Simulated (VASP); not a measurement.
Write the native input for VASP 6.6.1 that does the following.

| Property | Result |
| --- | --- |
| Task | single point |
| Functional | LDA |
| Potentials or basis | VASP PAW LDA potentials, release 64 (La, Pb_d) |
| Cutoff | 520 eV |
| k mesh | 5 × 5 × 5 |
| Occupations | gaussian, width 0.1 eV |
| Spin | no spin polarisation |
| Dipole correction | no |
| Further INCAR settings | ALGO = Normal; EDIFF = 1e-06; NBANDS = 34 |

The structure of LaPb3 lies in POSCAR:

```
LaPb3
1.0
    5.0509466049      0.0000000000      0.0000000000
    0.0000000000      5.0509466049      0.0000000000
    0.0000000000      0.0000000000      5.0509466049
La Pb
1 3
Direct
    0.0000000000      0.0000000000      0.0000000000
    0.0000000000      0.5000000000      0.5000000000
    0.5000000000      0.0000000000      0.5000000000
    0.5000000000      0.5000000000      0.0000000000
```

One way to write it, as run:

INCAR

```
PREC     = Accurate       # precision mode
ENCUT    = 520            # plane-wave cutoff, eV
EDIFF    = 1E-6           # SCF threshold, eV
ISMEAR   = 0              # smearing method
SIGMA    = 0.1            # smearing width, eV
LREAL    = F              # projectors in reciprocal space
LASPH    = T              # aspherical terms in the spheres
NELM     = 80             # most SCF steps
ALGO     = Normal         # electronic algorithm
ISIF     = 2              # what is computed and relaxed
LWAVE    = F              # write WAVECAR
LCHARG   = T              # write CHGCAR
GGA      = CA             # functional
LELF     = T              # ELF
LVHAR    = T            
NBANDS   = 34             # bands
```

KPOINTS

```
regular mesh
0
Gamma
  5 5 5
```

Potentials or basis: VASP PAW LDA potentials, release 64 (La, Pb_d).

Run with:

```console
$ cat potpaw_LDA.64/La/POTCAR potpaw_LDA.64/Pb_d/POTCAR > POTCAR
$ mpirun -np 1 vasp_std > vasp.out
```

It gave:

```
Pressure               : -5.9 GPa
Band gap on the k mesh : none (metal or under the smearing width)
```

Wall time 36 s on 1 thread of Intel(R) Xeon(R) Platinum 8559C (Emerald Rapids), on a shared host, peak memory 0.21 GiB.
